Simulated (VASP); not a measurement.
OSZICAR of a VASP run on ZrB$_{2}$ (AlB2 type):

**OSZICAR**
```
       N       E                     dE             d eps       ncg     rms          rms(c)
DAV:   1     0.110051550242E+03    0.11005E+03   -0.97855E+03  1820   0.137E+03
DAV:   2    -0.206927263581E+02   -0.13074E+03   -0.12615E+03  2120   0.332E+02
DAV:   3    -0.262222647276E+02   -0.55295E+01   -0.54450E+01  3040   0.588E+01
DAV:   4    -0.263468214145E+02   -0.12456E+00   -0.12451E+00  2309   0.798E+00
DAV:   5    -0.263489910690E+02   -0.21697E-02   -0.21696E-02  2866   0.934E-01    0.189E+01
DAV:   6    -0.238649030058E+02    0.24841E+01   -0.75372E+00  2190   0.189E+01    0.736E+00
DAV:   7    -0.238403025651E+02    0.24600E-01   -0.81547E-01  2754   0.591E+00    0.261E+00
DAV:   8    -0.238420540446E+02   -0.17515E-02   -0.82679E-02  2195   0.262E+00    0.708E-01
DAV:   9    -0.238398406498E+02    0.22134E-02   -0.15407E-02  2413   0.100E+00    0.152E-01
DAV:  10    -0.238398460611E+02   -0.54113E-05   -0.96983E-04  2396   0.286E-01    0.396E-02
DAV:  11    -0.238398668291E+02   -0.20768E-04   -0.36894E-05  2418   0.768E-02    0.111E-02
DAV:  12    -0.238398666882E+02    0.14091E-06   -0.16768E-06  1741   0.132E-02
   1 F= -.23839867E+02 E0= -.23839807E+02  d E =-.179429E-03
```

Task: Which electronic solver shows in the log?

Result: It is blocked Davidson (ALGO = Normal, or the opening steps of other solvers). The INCAR had ALGO = Normal.

Task: Can the final energy be trusted as converged?

Result: Self-consistency was reached. It stopped with EDIFF = 1E-6, NELM = 100 (RPBE GGA, plane waves, VASP's PBE PAW potentials (set 64)).

The compound is ZrB2 in the AlB2 type structure. The cell was not relaxed at this level. The run is one of a series of settings (GGA = RP against the base run), some of them coarse on purpose.
